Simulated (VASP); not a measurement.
# FeCuNi2 (R-3m) in VASP: single point with r2SCAN

Aim: the single point of FeCuNi2 with r2SCAN.

Everything below comes from runs of VASP 6.6.1. Logs are shortened: lines on timing, memory, paths and dates and some standing lists are left out, and cuts for length are marked.

### Step 1. The structure

The structure is trigonal, space group R-3m (No. 166). Conventional cell: a = 3.184 Å, b = 3.184 Å, c = 17.973 Å, α = 90.00°, β = 90.00°, γ = 120.00°. Around Cu (site symmetry -3m) lie 2 Ni at 2.00 Å. Fe (site symmetry -3m) is surrounded by 6 Ni at 2.09 Å. Around Ni (site symmetry 3m) lie 1 Cu at 2.00 Å and 3 Fe at 2.09 Å.

The cell was built by a generator and needn't be a form met in nature.

### Step 2. Single point, r2SCAN

Input file INCAR:

```
  PREC = Accurate
  ENCUT = 520
  EDIFF = 1E-6
  ISMEAR = -1
  SIGMA = 0.1
  LREAL = F
  LASPH = T
  NELM = 80
  ALGO = Normal
  ISIF = 2
  LWAVE = F
  LCHARG = F
  METAGGA = R2SCAN
  LMIXTAU = T
  NBANDS = 28
```

Input file KPOINTS:

```
regular mesh
0
Gamma
  10 10 10
```

Input file POSCAR:

```
FeCuNi2
1.0
    0.8086460000     -3.0790790000      0.0000000000
    0.0000000000      1.6457220000     -2.7251190000
    5.4578090000      3.0790790000      0.0000000000
Cu Fe Ni
1 1 2
Direct
    0.0000000000      0.0000000000      0.0000000000
    0.5000000000      0.5000000000      0.5000000000
    0.1111000000      0.8889000000      0.3333000000
    0.8889000000      0.1111000000      0.6667000000
```

Potentials or basis: VASP PAW PBE potentials, release 64 (Cu, Fe, Ni).

The run is started by

```console
$ cat potpaw_PBE.64/Cu/POTCAR potpaw_PBE.64/Fe/POTCAR potpaw_PBE.64/Ni/POTCAR > POTCAR
$ mpirun -np 1 vasp_std > vasp.out
```

OUTCAR:

```text
PREC = Accurate
   ENCUT = 520
   EDIFF = 1E-6
   ISMEAR = -1
   LREAL = F
   LASPH = T
   NELM = 80
   ISIF = 2
   METAGGA = R2SCAN

 ion  position               nearest neighbor table
   1  0.000  0.000  0.000-   3 2.00   4 2.00
   2  0.500  0.500  0.500-   3 2.09   4 2.09   4 2.09   3 2.09   3 2.09   4 2.09
   3  0.111  0.889  0.333-   1 2.00   2 2.09   2 2.09   2 2.09   4 2.71   4 2.71   4 2.71
   4  0.889  0.111  0.667-   1 2.00   2 2.09   2 2.09   2 2.09   3 2.71   3 2.71   3 2.71

  LATTYP: Found a trigonal (rhomboedric) cell.
 ALAT       =     6.2664555320
 COS(alpha) =     0.8709563121

  Lattice vectors:

 A1 = (   5.4578090000,   1.4333570000,   2.7251190000)
 A2 = (   6.2664550000,   0.0000000000,   0.0000000000)
 A3 = (   5.4578090000,   3.0790790000,   0.0000000000)

Analysis of symmetry for initial positions (statically):
=====================================================================
 Subroutine PRICEL returns:
 Original cell was already a primitive cell.

 Routine SETGRP: Setting up the symmetry group for a
 trigonal (rhombohedral) supercell.

 Subroutine GETGRP returns: Found 12 space group operations
 (whereof 12 operations were pure point group operations)
 out of a pool of 12 trial point group operations.

The static configuration has the point symmetry D_3d.

Analysis of symmetry for dynamics (positions and initial velocities):
=====================================================================
 Subroutine PRICEL returns:
 Original cell was already a primitive cell.

 Routine SETGRP: Setting up the symmetry group for a
 trigonal (rhombohedral) supercell.

 Subroutine GETGRP returns: Found 12 space group operations
 (whereof 12 operations were pure point group operations)
 out of a pool of 12 trial point group operations.

The dynamic configuration has the point symmetry D_3d.

 Subroutine INISYM returns: Found 12 space group operations
 (whereof 12 operations are pure point group operations),
 and found     1 'primitive' translations

----------------------------------------------------------------------------------------

                                     Primitive cell

  volume of cell :      52.5809

  direct lattice vectors                    reciprocal lattice vectors
     0.808646000 -3.079079000  0.000000000     0.159579858 -0.282862631 -0.170823092
     0.000000000  1.645722000 -2.725119000     0.000000000  0.000000000 -0.366956452
     5.457809000  3.079079000  0.000000000     0.159579858  0.041909809  0.025309682

  length of vectors
     3.183494282  3.183500348  6.266450875     0.366957120  0.366956452  0.166921368

  position of ions in fractional coordinates (direct lattice)
     0.000000000  0.000000000  0.000000000
     0.500000000  0.500000000  0.500000000
     0.111100000  0.888900000  0.333300000
     0.888900000  0.111100000  0.666700000

  ion indices of the primitive-cell ions
   primitive index   ion index
                 1           1
                 2           2
                 3           3
                 4           4

----------------------------------------------------------------------------------------

 KPOINTS: regular mesh

Automatic generation of k-mesh.
 Grid dimensions read from file:
 generate k-points for:   10   10   10

 Generating k-lattice:

  Cartesian coordinates                     Fractional coordinates (reciprocal lattice)
     0.015957986 -0.028286263 -0.017082309     0.100000000  0.000000000 -0.000000000
     0.000000000  0.000000000 -0.036695645     0.000000000  0.100000000  0.000000000
     0.015957986  0.004190981  0.002530968    -0.000000000  0.000000000  0.100000000

  Length of vectors
     0.036695712  0.036695645  0.016692137

  Shift w.r.t. Gamma in fractional coordinates (k-lattice)
     0.000000000  0.000000000  0.000000000

 Subroutine IBZKPT returns following result:
 ===========================================

 Found    116 irreducible k-points:

 Following reciprocal coordinates:
            Coordinates               Weight
  0.000000  0.000000  0.000000      1.000000
  0.100000  0.000000 -0.000000      6.000000
  0.200000  0.000000 -0.000000      6.000000
  0.300000  0.000000 -0.000000      6.000000
  0.400000  0.000000 -0.000000      6.000000
  0.500000  0.000000 -0.000000      3.000000
[... 16 lines left out ...]
  0.300000  0.300000 -0.000000      6.000000
  0.400000  0.300000 -0.000000     12.000000
 [... further k-points ...]
   k-points           NKPTS =    116   k-points in BZ     NKDIM =    116   number of bands    NBANDS=     28
   number of dos      NEDOS =    301   number of ions     NIONS =      4
   total plane-waves  NPLWV =  27648
   dimension x,y,z NGX =    24 NGY =   24 NGZ =   48
   dimension x,y,z NGXF=    48 NGYF=   48 NGZF=   96
   ions per type =               1   1   2
   NGX,Y,Z   is equivalent  to a cutoff of  12.53, 12.53, 12.73 a.u.
   NGXF,Y,Z  is equivalent  to a cutoff of  25.07, 25.07, 25.47 a.u.
 SYSTEM =  unknown system
   PREC   = accura    normal or accurate (medium, high low for compatibility)
   ISTART =      0    job   : 0-new  1-cont  2-samecut
   ICHARG =      2    charge: 1-file 2-atom 10-const
   ISPIN  =      1    spin polarized calculation?
   LNONCOLLINEAR =      F non collinear calculations
   LSORBIT =      F    spin-orbit coupling
   LASPH  =      T    aspherical Exc in radial PAW
   ENCUT  =  520.0 eV  38.22 Ry    6.18 a.u.   5.92  5.92 11.65*2*pi/ulx,y,z
   NELM   =     80;   NELMIN=  2; NELMDL= -5     # of ELM steps
   EDIFF  = 0.1E-05   stopping-criterion for ELM
   LREAL  =      F    real-space projection
   EDIFFG = 0.1E-04   stopping-criterion for IOM
   NSW    =      0    number of steps for IOM
   IBRION =     -1    ionic relax: 0-MD 1-quasi-New 2-CG
   NFREE  =      0    steps in history (QN), initial steepest desc. (CG)
   ISIF   =      2    stress and relaxation
   ISYM   =      2    0-nonsym 1-usesym 2-fastsym
   POTIM  = 0.5000    time-step for ionic-motion
   TEBEG  =    0.0;   TEEND  =   0.0 temperature during run
   PSTRESS=    0.0 pullay stress
   NELECT =      39.0000    total number of electrons
   NUPDOWN=      -1.0000    fix difference up-down
   EMIN   =  10.00;   EMAX   =-10.00  energy-range for DOS
   EFERMI =   0.00;   METHOD = LEGACY
   ISMEAR =    -1;   SIGMA  =   0.10  broadening in eV -4-tet -1-fermi 0-gaus
   EFERMI_NEDOS =   21; number of points for ismear=-14 and -15
   IALGO  =     38    algorithm
   IMIX   =      4    mixing-type and parameters
     AMIX     =   0.40;   BMIX     =  1.00
     AMIX_MAG =   1.60;   BMIX_MAG =  1.00
  volume/ion in A,a.u.               =      13.15        88.71
  Fermi-wavevector in a.u.,A,eV,Ry     =   1.481905  2.800394 29.878961  2.196042
  Thomas-Fermi vector in A             =   2.595757
   LORBIT       =      0    0 simple, 1 ext, 2 COOP (PROOUT), +10 PAW based schemes
   METAGGA = R2SCAN    functional components
   LHFCALC =     F    Hartree Fock is set to
   AEXX    =    0.0000 exact exchange contribution
   IVDW    =     0    specifies the selected vdW correction
   LEPSILON=     F    determine dielectric tensor
   LRPA    =     F    only Hartree local field effects (RPA)
 non-spin polarized calculation
  energy-cutoff  :      520.00
  volume of cell :       52.58
 maximum number of plane-waves:      1432
   NGX = 11   NGY = 11   NGZ = 23

 number of electron      38.9999988 magnetization

 Free energy of the ion-electron system (eV)
  ---------------------------------------------------
  ext. energy  EPLUGINS =         0.00000000
  ---------------------------------------------------
  free energy    TOTEN  =       -42.29668460 eV

  energy without entropy =      -42.12647332  energy(sigma->0) =      -42.21157896

 E-fermi :   6.2166     XC(G=0): -12.6774

 val. band max:        6.2154020264   @ k =  -0.2000   0.2000   0.0000
 cond. band min:       6.2187477236   @ k =   0.4000   0.0000  -0.0000
 fundamental gap:      0.0033456973
 Fermi energy:         6.2165528883

 k-point     1 :       0.0000    0.0000    0.0000
  band No.  band energies     occupation
      1      -2.2157      2.00000
      2       1.4902      2.00000
      3       1.4902      2.00000
      4       1.6957      2.00000
      5       1.9077      2.00000
      6       1.9769      2.00000
[... 20 lines left out ...]
     27      18.9334      0.00000
     28      21.1204      0.00000

 k-point     2 :       0.1000    0.0000   -0.0000
  band No.  band energies     occupation
      1      -2.0000      2.00000
      2       1.4505      2.00000
      3       1.5550      2.00000
      4       1.7006      2.00000
      5       1.7440      2.00000
      6       2.0132      2.00000
[... 20 lines left out ...]
     27      18.9474      0.00000
     28      19.5319      0.00000

 k-point     3 :       0.2000    0.0000   -0.0000
  band No.  band energies     occupation
      1      -1.3800      2.00000
      2       1.3627      2.00000
      3       1.6013      2.00000
      4       1.7242      2.00000
      5       1.7746      2.00000
      6       2.1155      2.00000
[... 20 lines left out ...]
     27      17.9321      0.00000
     28      18.1818      0.00000

 k-point     4 :       0.3000    0.0000   -0.0000
  band No.  band energies     occupation
      1      -0.4661      2.00000
      2       1.1904      2.00000
      3       1.6799      2.00000
      4       1.9084      2.00000
      5       1.9477      2.00000
      6       2.2507      2.00000
[... 20 lines left out ...]
     27      16.4256      0.00000
     28      16.9194      0.00000

 k-point     5 :       0.4000    0.0000   -0.0000
  band No.  band energies     occupation
      1       0.4377      2.00000
      2       1.0282      2.00000
      3       1.8601      2.00000
      4       2.0693      2.00000
      5       2.1896      2.00000
      6       2.4179      2.00000
[... 20 lines left out ...]
     27      14.1707      0.00000
     28      16.1577      0.00000

 k-point     6 :       0.5000    0.0000   -0.0000
  band No.  band energies     occupation
      1       0.8537      2.00000
      2       0.9176      2.00000
      3       2.0271      2.00000
      4       2.0996      2.00000
      5       2.4191      2.00000
      6       2.4378      2.00000
[... 463 lines left out ...]
      5       1.9439      2.00000
      6       2.0933      2.00000
[... 20 lines left out ...]
     27      15.7304      0.00000
     28      17.8846      0.00000

 k-point    22 :      -0.2000    0.2000    0.0000
  band No.  band energies     occupation
      1      -1.3353      2.00000
      2       1.3501      2.00000
      3       1.4956      2.00000
      4       1.7329      2.00000
      5       1.8397      2.00000
      6       2.1014      2.00000
[... 20 lines left out ...]
     27      16.2247      0.00000
     28      19.5776      0.00000

 k-point    23 :       0.3000    0.3000   -0.0000
  band No.  band energies     occupation
      1       0.9244      2.00000
      2       1.4970      2.00000
      3       1.8175      2.00000
      4       2.1747      2.00000
      5       2.2608      2.00000
      6       2.5543      2.00000
[... 20 lines left out ...]
     27      11.3918      0.00000
     28      14.3942      0.00000

 k-point    24 :       0.4000    0.3000   -0.0000
  band No.  band energies     occupation
      1       0.9586      2.00000
      2       1.5076      2.00000
      3       1.8103      2.00000
      4       2.1897      2.00000
      5       2.2895      2.00000
      6       2.6029      2.00000
[... 20 lines left out ...]
     27      12.6756      0.00000
     28      13.1854      0.00000

 [... further k-points ...]

------------------------ aborting loop because EDIFF is reached ----------------------------------------

  FORCE on cell =-STRESS in cart. coord.  units (eV):
  Direction    XX          YY          ZZ          XY          YZ          ZX
  --------------------------------------------------------------------------------------
  -------------------------------------------------------------------------------------
  Total       18.5880609      5.8638759      5.2650727      3.5892332      0.5692659      2.1675848
  in kB      566.3911251    178.6763704    160.4304218    109.3664286     17.3459289     66.0478138
  external PRESSURE =     301.8326391 kB  Pullay stress =       0.0000000 kB

 VOLUME and BASIS-vectors are now :
 -----------------------------------------------------------------------------
  energy-cutoff  :      520.00
  volume of cell :       52.58
      direct lattice vectors                 reciprocal lattice vectors
     0.808646000 -3.079079000  0.000000000     0.159579858 -0.282862631 -0.170823092
     0.000000000  1.645722000 -2.725119000     0.000000000  0.000000000 -0.366956452
     5.457809000  3.079079000  0.000000000     0.159579858  0.041909809  0.025309682

 POSITION                                       TOTAL-FORCE (eV/Angst)
 -----------------------------------------------------------------------------------
      0.00000      0.00000      0.00000         0.000000      0.000000      0.000000
      3.13323      0.82286     -1.36256         0.000000      0.000000      0.000000
      1.90893      2.14705     -2.42236         0.906629      0.238103      0.143794
      4.35753     -0.50133     -0.30276        -0.906629     -0.238103     -0.143794
 -----------------------------------------------------------------------------------
    total drift:                                0.000000      0.000000     -0.000000

  FREE ENERGIE OF THE ION-ELECTRON SYSTEM (eV)
  ---------------------------------------------------
  free  energy   TOTEN  =       -42.2966846049 eV

  energy  without entropy=      -42.1264733248  energy(sigma->0) =      -42.21157896
```

Wall time 4.1 min (1 thread of Intel Xeon 6975P-C (Granite Rapids), shared host); peak memory 0.31 GiB.

What came out:

- Free energy: -42.2967 eV
- Pressure: 30.2 GPa
- Largest force: 0.948 eV/Å
- Band gap on the k mesh: none (metal or under the smearing width)

Forces in eV/Å, atoms in the order of the input:
```
Cu   0.000  0.000  0.000
Fe   0.000  0.000  0.000
Ni   0.907  0.238  0.144
Ni  -0.907 -0.238 -0.144
```

Stress tensor (GPa, compression positive):
```
56.64 10.94  6.60
10.94 17.87  1.73
 6.60  1.73 16.04
```

Caveat: a pressure of tens of GPa on the cell as given is suspect, and the run, the potentials or the cell itself is likely at fault; the PAW data sets were made with another functional, which shifts forces and pressure a little. Spin polarisation is off, so any magnetic state and its effect on volume and gap are missing.
